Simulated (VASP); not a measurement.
CdSe (wurtzite):

```
CELL_PARAMETERS angstrom
      2.15000    -3.72391     0.00000
      2.15000     3.72391     0.00000
      0.00000     0.00000     7.01000
ATOMIC_POSITIONS crystal
  Cd 0.66667 0.33333 0.50000
  Cd 0.33333 0.66667 0.00000
  Se 0.66667 0.33333 0.87600
  Se 0.33333 0.66667 0.37600
```

The lowest empty band near Γ, direction c, from mBJ (TB09) with spin-orbit coupling in VASP (PAW); its two spin partners are averaged. The gap over the points computed is 1.91 eV, and the next band on that side lies 1.30 eV away at the edge.

Numerical set-up: 400 eV cut-off, 7×7×4 Γ-centred mesh, Gaussian smearing of 0.050 eV, potentials Cd Se.

```csv
distance from the edge in k (1/Å),distance in energy (meV)
0.012,3.4
0.018,7.7
0.025,14.8
0.035,28.8
0.050,57.7
0.070,109.9
```

Task: Fit E(1 + αE) = ħ²k²/2m* (ħ²/2m0 = 3.810 eV Å²) and predict the row at 0.095 1/Å.

Result: Least squares on the energies gives the electron mass m* = 0.160 m0 and α = 0.59 per eV, and so 193.5 meV. The run gave 193.1 meV, -0.4 meV from the fit.

Left out are points under 3 meV from the edge, since the levels carry 0.1 meV, and points farther than half the way to the next band.

The compound is CdSe in the wurtzite structure. The cell was not relaxed at this level.
